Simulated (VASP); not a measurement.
# LaBi: accuracy against cost in the PAW data sets and plane-wave cutoff, part 2 of 3

A convergence test on LaBi: the PAW data sets and plane-wave cutoff. The atoms are off their equilibrium sites, so that forces can be compared too. The series runs use PBEsol. The atoms of the start are displaced at random from the sites of a Fm-3m cell.

VASP 6.6.1, plane waves and PAW; the level of theory is named at each step.

Still holding for the runs below: The k-mesh is coarse for a metal.

So far. Step 5 (PAW data sets: GW 64: La GW Bi d GW): With 28 valence electrons the pressure is -0.53 GPa, -0.53 GPa from the first of the series, after 13 cycles in 45 s. Step 6 (PAW data sets: soft 64: La s Bi d): With 24 valence electrons the pressure is 0.14 GPa, +0.14 GPa from the first of the series, after 11 cycles in 29 s.

The database entry behind the starting cell differs from later determinations by our own check (about 0.2 % short), so it need not match the best structure at ambient conditions.

### Step 8. Plane-wave cutoff: ENCUT = 150

This step: PBEsol; plane waves and PAW (La, Bi_d) (VASP 6.6.1).

The basis grows with ENCUT, and energy and stress both move with it.

Input file INCAR:

```
SYSTEM = LaBi
PREC = Accurate
ENCUT = 150
EDIFF = 1E-06
NELM = 100
ISMEAR = -1
SIGMA = 0.05
LREAL = .FALSE.
ALGO = Normal
GGA = PS
NBANDS = 19
LASPH = .TRUE.
LORBIT = 11
LWAVE = .FALSE.
LCHARG = .FALSE.
KPAR = 2
ISIF = 2
```

Input file POSCAR:

```
LaBi
1.0
    0.0000000000      3.2825000000      3.2825000000
    3.2825000000      0.0000000000      3.2825000000
    3.2825000000      3.2825000000      0.0000000000
La Bi
1 1
Direct
   -0.0011080000      0.0042860000     -0.0213650000
    0.5043790000      0.5042760000      0.4965410000
```

Input file KPOINTS:

```
Automatic mesh
0
Gamma
6 6 6
0 0 0
```

The projector-augmented-wave data sets are La and Bi_d (PBE family, release 64).

Started as:

```sh
$ mpirun -np 2 vasp_std
```

The log of the run:

```text
[... set-up lines as in an earlier step ...]
 entering main loop
       N       E                     dE             d eps       ncg     rms          rms(c)
DAV:   1     0.140596682206E+03    0.14060E+03   -0.67483E+03  4827   0.530E+02
DAV:   2     0.225082252882E+01   -0.13835E+03   -0.13450E+03  4611   0.211E+02
DAV:   3    -0.613169338174E+01   -0.83825E+01   -0.81390E+01  5536   0.507E+01
DAV:   4    -0.637064896118E+01   -0.23896E+00   -0.23881E+00  7658   0.749E+00
DAV:   5    -0.637283792933E+01   -0.21890E-02   -0.21885E-02  6546   0.617E-01    0.697E+00
DAV:   6    -0.580180818228E+01    0.57103E+00   -0.71976E-01  4938   0.638E+00    0.365E+00
DAV:   7    -0.563274564941E+01    0.16906E+00   -0.51127E-01  5349   0.523E+00    0.538E-01
DAV:   8    -0.563224794991E+01    0.49770E-03   -0.20184E-02  6145   0.723E-01    0.222E-01
DAV:   9    -0.563245409585E+01   -0.20615E-03   -0.27455E-03  7673   0.261E-01    0.510E-02
DAV:  10    -0.563242575936E+01    0.28336E-04   -0.73220E-04  6270   0.121E-01    0.223E-02
DAV:  11    -0.563240820755E+01    0.17552E-04   -0.78560E-05  7290   0.345E-02    0.461E-03
DAV:  12    -0.563240837207E+01   -0.16452E-06   -0.49042E-06  5237   0.106E-02
   1 F= -.56324084E+01 E0= -.56311280E+01  d E =-.256075E-02
```

It took 12 s on 2 MPI ranks of AMD EPYC 9R14 (Zen 4), shared host; peak memory 0.24 GiB.

OUTCAR, selected parts (step 8):

```text
   ENCUT  =  150.0 eV  11.02 Ry    3.32 a.u.   4.64  4.64  4.64*2*pi/ulx,y,z

   NELECT =      26.0000    total number of electrons

 E-fermi :   6.8207

 k-point     1 :       0.0000    0.0000    0.0000
  band No.  band energies     occupation
    ...
      6     -14.6486      2.00000
      7      -9.5486      2.00000
      8      -9.5472      2.00000
      9      -9.5460      2.00000
     10      -3.8638      2.00000
     11       7.1107      0.00603
     12       7.1226      0.00476
     13       7.1377      0.00352
     14       8.0812      0.00000
     15       8.1194      0.00000
    ...

  Total      -65.6018295    -65.5569694    -65.6520160     -0.0232914     -0.0073512     -0.0058023
  in kB    -1485.8751981  -1484.8591202  -1487.0119167     -0.5275485     -0.1665050     -0.1314226
  external PRESSURE =   -1485.9154117 kB  Pullay stress =       0.0000000 kB

 POSITION                                       TOTAL-FORCE (eV/Angst)
 -----------------------------------------------------------------------------------
      3.22644      6.49123      3.29293        -0.037573     -0.047428     -0.010968
      3.28518      3.28552      3.31091         0.037573      0.047428      0.010968
 -----------------------------------------------------------------------------------
    total drift:                               -0.000488     -0.000372     -0.002928

  FREE ENERGIE OF THE ION-ELECTRON SYSTEM (eV)
  ---------------------------------------------------
  free  energy   TOTEN  =        -5.6324083721 eV

  energy  without entropy=       -5.6298476269  energy(sigma->0) =       -5.63112800

[... 5 parts as in an earlier step ...]

[... 11 further parts left out ...]
```

This step gave:

```yaml
scf_cycles: 12
electrons: 26
bands: 19
free_energy_toten: -5.632 eV
energy_at_zero_smearing: -5.631 eV
fermi_energy: 6.821 eV
pressure: -148.6 GPa
```

The series starts at -2.8156 eV an atom and -148.59 GPa, after 12 cycles in 12 s.

### Step 9. Plane-wave cutoff: ENCUT = 180

Edit INCAR of step 8 so:

```diff
@@ -2,3 +2,3 @@
 PREC = Accurate
-ENCUT = 150
+ENCUT = 180
 EDIFF = 1E-06
```

POSCAR is that of step 8.

KPOINTS is that of step 8.

Started as:

```sh
$ mpirun -np 2 vasp_std
```

The log of the run:

```text
[... set-up lines as in an earlier step ...]
 entering main loop
       N       E                     dE             d eps       ncg     rms          rms(c)
DAV:   1     0.175740998784E+03    0.17574E+03   -0.69926E+03  4368   0.677E+02
DAV:   2     0.214375487228E+01   -0.17360E+03   -0.16912E+03  4734   0.252E+02
DAV:   3    -0.106565630279E+02   -0.12800E+02   -0.12396E+02  5065   0.766E+01
DAV:   4    -0.111597778233E+02   -0.50321E+00   -0.50281E+00  8101   0.129E+01
[...]
DAV:   9    -0.109914786552E+02    0.35088E-04   -0.45812E-04  5348   0.119E-01    0.291E-02
DAV:  10    -0.109914825443E+02   -0.38891E-05   -0.36886E-05  7861   0.422E-02    0.173E-02
DAV:  11    -0.109914820539E+02    0.49045E-06   -0.76652E-06  6497   0.183E-02
   1 F= -.10991482E+02 E0= -.10990036E+02  d E =-.289214E-02
```

The job ended after 12 s (2 MPI ranks; peak memory 0.26 GiB).

OUTCAR, selected parts (step 9):

```text
  Total      -15.5605276    -15.4936017    -15.6438563     -0.0535500     -0.0166755     -0.0129099
  in kB     -352.4444697   -350.9286037   -354.3318562     -1.2129016     -0.3776996     -0.2924071
  external PRESSURE =    -352.5683098 kB  Pullay stress =       0.0000000 kB

 POSITION                                       TOTAL-FORCE (eV/Angst)
 -----------------------------------------------------------------------------------
      3.22644      6.49123      3.29293         0.224874      0.294775      0.069567
      3.28518      3.28552      3.31091        -0.224874     -0.294775     -0.069567
 -----------------------------------------------------------------------------------
    total drift:                               -0.001333     -0.000995     -0.003347

  FREE ENERGIE OF THE ION-ELECTRON SYSTEM (eV)
  ---------------------------------------------------
  free  energy   TOTEN  =       -10.9914820539 eV

  energy  without entropy=      -10.9885899100  energy(sigma->0) =      -10.99003598

[... 1 part as in an earlier step ...]

[... 2 further parts left out ...]
[key lines of the parts left out:]
E-fermi :   6.8054
```

Against the run before the energy moves by -2679.45 meV an atom and the pressure by +113.33 GPa, after 11 cycles in 12 s.

### Step 10. Plane-wave cutoff: ENCUT = 220

Edit INCAR of step 9 so:

```diff
@@ -2,3 +2,3 @@
 PREC = Accurate
-ENCUT = 180
+ENCUT = 220
 EDIFF = 1E-06
```

POSCAR is that of step 9.

KPOINTS is that of step 9.

Started as:

```sh
$ mpirun -np 2 vasp_std
```

The log of the run:

```text
[... set-up lines as in an earlier step ...]
 entering main loop
       N       E                     dE             d eps       ncg     rms          rms(c)
DAV:   1     0.205821238803E+03    0.20582E+03   -0.73975E+03  4304   0.896E+02
DAV:   2     0.708501148395E+01   -0.19874E+03   -0.19415E+03  4896   0.290E+02
DAV:   3    -0.108193715856E+02   -0.17904E+02   -0.17351E+02  4937   0.107E+02
DAV:   4    -0.118048106077E+02   -0.98544E+00   -0.98341E+00  8157   0.218E+01
[...]
DAV:  10    -0.117336120628E+02   -0.37581E-05   -0.19903E-05  7241   0.313E-02    0.121E-02
DAV:  11    -0.117336145072E+02   -0.24444E-05   -0.81037E-06  7189   0.165E-02    0.239E-03
DAV:  12    -0.117336145201E+02   -0.12939E-07   -0.60590E-07  4928   0.546E-03
   1 F= -.11733615E+02 E0= -.11732171E+02  d E =-.288773E-02
```

Wall time 18 s (2 MPI ranks); peak memory 0.29 GiB; 34 s of CPU time.

Parts of OUTCAR (step 10):

```text
  Total       -1.5351118     -1.4752436     -1.6096769     -0.0527408     -0.0161141     -0.0119802
  in kB      -34.7701372    -33.4141282    -36.4590281     -1.1945734     -0.3649821     -0.2713512
  external PRESSURE =     -34.8810978 kB  Pullay stress =       0.0000000 kB

 POSITION                                       TOTAL-FORCE (eV/Angst)
 -----------------------------------------------------------------------------------
      3.22644      6.49123      3.29293         0.202484      0.266197      0.059949
      3.28518      3.28552      3.31091        -0.202484     -0.266197     -0.059949
 -----------------------------------------------------------------------------------
    total drift:                               -0.000653      0.001185      0.001632

  FREE ENERGIE OF THE ION-ELECTRON SYSTEM (eV)
  ---------------------------------------------------
  free  energy   TOTEN  =       -11.7336145201 eV

  energy  without entropy=      -11.7307267931  energy(sigma->0) =      -11.73217066

[... 1 part as in an earlier step ...]

[... 2 further parts left out ...]
[key lines of the parts left out:]
E-fermi :   6.7941
```

Against the run before the energy moves by -371.07 meV an atom and the pressure by +31.77 GPa, after 12 cycles in 18 s.

### Step 11. Plane-wave cutoff: ENCUT = 240

Edit INCAR of step 10 so:

```diff
@@ -2,3 +2,3 @@
 PREC = Accurate
-ENCUT = 220
+ENCUT = 240
 EDIFF = 1E-06
```

POSCAR is that of step 10.

KPOINTS is that of step 10.

Started as:

```sh
$ mpirun -np 2 vasp_std
```

The log of the run:

```text
[... set-up lines as in an earlier step ...]
 entering main loop
       N       E                     dE             d eps       ncg     rms          rms(c)
DAV:   1     0.215296806929E+03    0.21530E+03   -0.76311E+03  4328   0.100E+03
DAV:   2     0.880566406285E+01   -0.20649E+03   -0.20191E+03  4963   0.305E+02
DAV:   3    -0.107203295345E+02   -0.19526E+02   -0.18947E+02  5077   0.116E+02
DAV:   4    -0.118171412187E+02   -0.10968E+01   -0.10952E+01  8145   0.244E+01
[...]
DAV:  10    -0.117628826005E+02   -0.85426E-05   -0.39966E-05  7304   0.431E-02    0.155E-02
DAV:  11    -0.117628878452E+02   -0.52448E-05   -0.17102E-05  6898   0.210E-02    0.367E-03
DAV:  12    -0.117628879916E+02   -0.14640E-06   -0.23074E-06  7000   0.112E-02
   1 F= -.11762888E+02 E0= -.11761448E+02  d E =-.287926E-02
```

Run time: 19 s. Hardware: 2 MPI ranks; peak memory 0.31 GiB; 35 s of CPU time.

Parts of OUTCAR (step 11):

```text
  Total       -0.3500831     -0.2884348     -0.4274318     -0.0528847     -0.0161782     -0.0120262
  in kB       -7.9293480     -6.5330214     -9.6812905     -1.1978329     -0.3664337     -0.2723921
  external PRESSURE =      -8.0478866 kB  Pullay stress =       0.0000000 kB

 POSITION                                       TOTAL-FORCE (eV/Angst)
 -----------------------------------------------------------------------------------
      3.22644      6.49123      3.29293         0.201146      0.264717      0.059445
      3.28518      3.28552      3.31091        -0.201146     -0.264717     -0.059445
 -----------------------------------------------------------------------------------
    total drift:                               -0.000906      0.000841      0.001554

  FREE ENERGIE OF THE ION-ELECTRON SYSTEM (eV)
  ---------------------------------------------------
  free  energy   TOTEN  =       -11.7628879916 eV

  energy  without entropy=      -11.7600087342  energy(sigma->0) =      -11.76144836

[... 1 part as in an earlier step ...]

[... 2 further parts left out ...]
[key lines of the parts left out:]
E-fermi :   6.7938
```

Against the run before the energy moves by -14.64 meV an atom and the pressure by +2.68 GPa, after 12 cycles in 19 s.

### Step 12. Plane-wave cutoff: ENCUT = 280

Edit INCAR of step 11 so:

```diff
@@ -2,3 +2,3 @@
 PREC = Accurate
-ENCUT = 240
+ENCUT = 280
 EDIFF = 1E-06
```

POSCAR is that of step 11.

KPOINTS is that of step 11.

Started as:

```sh
$ mpirun -np 2 vasp_std
```

The log of the run:

```text
[... set-up lines as in an earlier step ...]
 entering main loop
       N       E                     dE             d eps       ncg     rms          rms(c)
DAV:   1     0.231934622141E+03    0.23193E+03   -0.81195E+03  4328   0.120E+03
DAV:   2     0.128451574077E+02   -0.21909E+03   -0.21411E+03  5072   0.325E+02
DAV:   3    -0.104938017350E+02   -0.23339E+02   -0.22607E+02  5362   0.136E+02
DAV:   4    -0.117989703867E+02   -0.13052E+01   -0.13034E+01  8046   0.289E+01
[...]
DAV:  11    -0.117602766597E+02   -0.15010E-04   -0.47533E-05  6780   0.309E-02    0.769E-03
DAV:  12    -0.117602789540E+02   -0.22943E-05   -0.11015E-05  7656   0.163E-02    0.341E-03
DAV:  13    -0.117602791473E+02   -0.19337E-06   -0.15918E-06  6061   0.622E-03
   1 F= -.11760279E+02 E0= -.11758843E+02  d E =-.287300E-02
```

It took 31 s on 2 MPI ranks; peak memory 0.37 GiB.

From OUTCAR (step 12):

```text
  Total       -0.1016232     -0.0397931     -0.1799472     -0.0528649     -0.0158248     -0.0119084
  in kB       -2.3017557     -0.9013110     -4.0757876     -1.1973853     -0.3584311     -0.2697250
  external PRESSURE =      -2.4262848 kB  Pullay stress =       0.0000000 kB

 POSITION                                       TOTAL-FORCE (eV/Angst)
 -----------------------------------------------------------------------------------
      3.22644      6.49123      3.29293         0.201410      0.264562      0.060807
      3.28518      3.28552      3.31091        -0.201410     -0.264562     -0.060807
 -----------------------------------------------------------------------------------
    total drift:                                0.000107      0.001148     -0.000469

  FREE ENERGIE OF THE ION-ELECTRON SYSTEM (eV)
  ---------------------------------------------------
  free  energy   TOTEN  =       -11.7602791473 eV

  energy  without entropy=      -11.7574061482  energy(sigma->0) =      -11.75884265

[... 1 part as in an earlier step ...]

[... 2 further parts left out ...]
[key lines of the parts left out:]
E-fermi :   6.7935
```

Against the run before the energy moves by +1.30 meV an atom and the pressure by +0.56 GPa, after 13 cycles in 31 s.

### Step 13. Plane-wave cutoff: ENCUT = 320

Edit INCAR of step 12 so:

```diff
@@ -2,3 +2,3 @@
 PREC = Accurate
-ENCUT = 280
+ENCUT = 320
 EDIFF = 1E-06
```

POSCAR is that of step 12.

KPOINTS is that of step 12.

Started as:

```sh
$ mpirun -np 2 vasp_std
```

The log of the run:

```text
[... set-up lines as in an earlier step ...]
 entering main loop
       N       E                     dE             d eps       ncg     rms          rms(c)
DAV:   1     0.242917072642E+03    0.24292E+03   -0.86298E+03  4280   0.134E+03
DAV:   2     0.145476580977E+02   -0.22837E+03   -0.22283E+03  5168   0.335E+02
DAV:   3    -0.103203258094E+02   -0.24868E+02   -0.24411E+02  5379   0.148E+02
DAV:   4    -0.117920243176E+02   -0.14717E+01   -0.14530E+01  8147   0.319E+01
[...]
DAV:  11    -0.117572295253E+02   -0.29353E-04   -0.98044E-05  6960   0.442E-02    0.119E-02
DAV:  12    -0.117572361799E+02   -0.66546E-05   -0.29914E-05  7588   0.242E-02    0.508E-03
DAV:  13    -0.117572369805E+02   -0.80068E-06   -0.52886E-06  7320   0.100E-02
   1 F= -.11757237E+02 E0= -.11755798E+02  d E =-.287749E-02
```

It took 32 s on 2 MPI ranks; peak memory 0.4 GiB; 60 s of CPU time.

From OUTCAR (step 13):

```text
  Total       -0.1799774     -0.1184375     -0.2580483     -0.0530532     -0.0158702     -0.0119432
  in kB       -4.0764702     -2.6825991     -5.8447702     -1.2016507     -0.3594588     -0.2705132
  external PRESSURE =      -4.2012798 kB  Pullay stress =       0.0000000 kB

 POSITION                                       TOTAL-FORCE (eV/Angst)
 -----------------------------------------------------------------------------------
      3.22644      6.49123      3.29293         0.201025      0.264087      0.060684
      3.28518      3.28552      3.31091        -0.201025     -0.264087     -0.060684
 -----------------------------------------------------------------------------------
    total drift:                                0.000003      0.001011     -0.000496

  FREE ENERGIE OF THE ION-ELECTRON SYSTEM (eV)
  ---------------------------------------------------
  free  energy   TOTEN  =       -11.7572369805 eV

  energy  without entropy=      -11.7543594937  energy(sigma->0) =      -11.75579824

[... 1 part as in an earlier step ...]

[... 2 further parts left out ...]
[key lines of the parts left out:]
E-fermi :   6.7931
```

Against the run before the energy moves by +1.52 meV an atom and the pressure by -0.18 GPa, after 13 cycles in 32 s.

### Step 14. Plane-wave cutoff: ENCUT = 390

Edit INCAR of step 13 so:

```diff
@@ -2,3 +2,3 @@
 PREC = Accurate
-ENCUT = 320
+ENCUT = 390
 EDIFF = 1E-06
```

POSCAR is that of step 13.

KPOINTS is that of step 13.

Started as:

```sh
$ mpirun -np 2 vasp_std
```

The log of the run:

```text
[... set-up lines as in an earlier step ...]
 entering main loop
       N       E                     dE             d eps       ncg     rms          rms(c)
DAV:   1     0.254478281344E+03    0.25448E+03   -0.96341E+03  4272   0.155E+03
DAV:   2     0.174084381800E+02   -0.23707E+03   -0.23078E+03  5160   0.345E+02
DAV:   3    -0.100697643361E+02   -0.27478E+02   -0.26689E+02  5473   0.154E+02
DAV:   4    -0.117807117120E+02   -0.17109E+01   -0.16455E+01  8072   0.343E+01
[...]
DAV:  12    -0.117559174078E+02   -0.17963E-04   -0.88324E-05  7949   0.401E-02    0.770E-03
DAV:  13    -0.117559194631E+02   -0.20553E-05   -0.13915E-05  7184   0.159E-02    0.271E-03
DAV:  14    -0.117559194511E+02    0.12026E-07   -0.24680E-06  6976   0.738E-03
   1 F= -.11755919E+02 E0= -.11754475E+02  d E =-.288811E-02
```

Wall time 42 s (2 MPI ranks); peak memory 0.47 GiB.

(Continued in part 3 of 3.)

[Lines on the potential files, build, host, timing and source positions are cut from VASP's logs without a mark.]

[Logs are printed without paths, hosts, clocks, repeated set-up lines and the standing remarks that a program may print on its own settings, such as how far it seeks lower states.]

[Hosts, paths, dates, database ids (printed as entryN), source tags and the programs' standing remarks are cut or masked in the printed files.]

[A measured line is paired with the nearest computed mode of its activity, which favours agreement.]

[In band tables of VASP the shares of atoms and orbitals are scaled to a sum of 1 inside the atoms' spheres.]
